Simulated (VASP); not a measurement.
Crystal: Ga3Se.

```
CELL_PARAMETERS angstrom
4.43246 0.00000 0.00000
0.00000 4.43246 0.00000
0.00000 0.00000 4.43246
ATOMIC_POSITIONS crystal
Ga 0.00000 0.50000 0.50000
Ga 0.50000 0.00000 0.50000
Ga 0.50000 0.50000 0.00000
Se 0.00000 0.00000 0.00000
```

The cell comes from a database or a generator and needn't be the stable form of this composition.

Base run:

* Program: VASP 6.6.1
* Functional: RPBE
* Potentials or basis: VASP PAW PBE potentials, release 64 (Ga_d, Se)
* Cutoff: 520 eV
* k mesh: 5 × 5 × 5
* Occupations: fermi-dirac, width 0.1 eV
* Spin: no spin polarisation

Its results: band gap on the k mesh none (metal or under the smearing width); pressure 1.5 GPa.

Task: The run is repeated on the same cell with these changes: k mesh from 5 × 5 × 5 to 3 × 3 × 3; further incar settings from ALGO = Normal; EDIFF = 1e-06; NBANDS = 30 to ALGO = Fast; EDIFF = 1e-06; NBANDS = 30. What comes out?

Result: Band gap on the k mesh none (metal or under the smearing width); pressure 1.9 GPa.

Caveats: some runs use coarse meshes; the PAW data sets were made with another functional, which shifts forces and pressure a little.
